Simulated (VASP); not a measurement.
Here is a VASP 6.6.1 calculation.

The input INCAR:

```
SYSTEM = CdIr
PREC     = Accurate       ! precision mode
ENCUT    = 600            ! plane-wave cutoff, eV
EDIFF    = 1E-6           ! SCF threshold, eV
ISMEAR   = 1              ! smearing method
SIGMA    = 0.1            ! smearing width, eV
LREAL    = .False.        ! projectors in reciprocal space
LASPH    = .True.         ! aspherical terms in the spheres
NELM     = 60             ! most SCF steps
ALGO     = Normal         ! electronic algorithm
ISIF     = 3              ! what is computed and relaxed
LWAVE    = .False.        ! write WAVECAR
LCHARG   = .False.        ! write CHGCAR
METAGGA  = SCAN           ! meta-GGA
LMIXTAU  = .True.       
IBRION   = 2              ! ionic algorithm
NSW      = 60             ! ionic steps
EDIFFG   = -0.02          ! ionic threshold
```

File KPOINTS:

```
Automatic mesh
0
Gamma
  9 9 6
  0 0 0
```

POSCAR

```
CdIr
1.0
    3.2853797500      0.0000000000      0.0000000000
   -1.6426898800      2.8452223300      0.0000000000
    0.0000000000      0.0000000000      4.4478366900
Cd Ir
1 1
Direct
    0.0000000000      0.0000000000      0.0000000000
    0.0000000000      0.0000000000      0.5000000000
```

Potentials or basis: VASP PAW PBE potentials, release 64 (Cd, Ir).

The run is started by

```sh
$ cat potpaw_PBE.64/Cd/POTCAR potpaw_PBE.64/Ir/POTCAR > POTCAR
$ mpirun -np 1 vasp_std > vasp.out
```

Q: Predict the relaxed cell.

A: a = 2.703 Å, b = 2.703 Å, c = 5.467 Å, α = 90.00°, β = 90.00°, γ = 120.00°.

Q: Predict the space group after relaxing (to 0.05 Å).

A: P6/mmm (No. 191).

Q: Predict the relaxed volume.

A: 17.29 Å³/atom.

Q: Predict the band gap on the k mesh.

A: None (metal or under the smearing width).

Final structure:
```xyz
2
Lattice="2.7028 0.0000 0.0000 -1.3514 2.3407 0.0000 0.0000 0.0000 5.4666" Properties=species:S:1:pos:R:3 pbc="T T T"
Cd    0.0000    0.0000    0.0000
Ir    0.0000    0.0000    2.7333
```

Caveat: the volume moved by over 15 % at a fixed basis, so the end points are rough; the PAW data sets were made with another functional, which shifts forces and pressure a little. The run has no spin-orbit coupling, so splittings on Ir are missing.
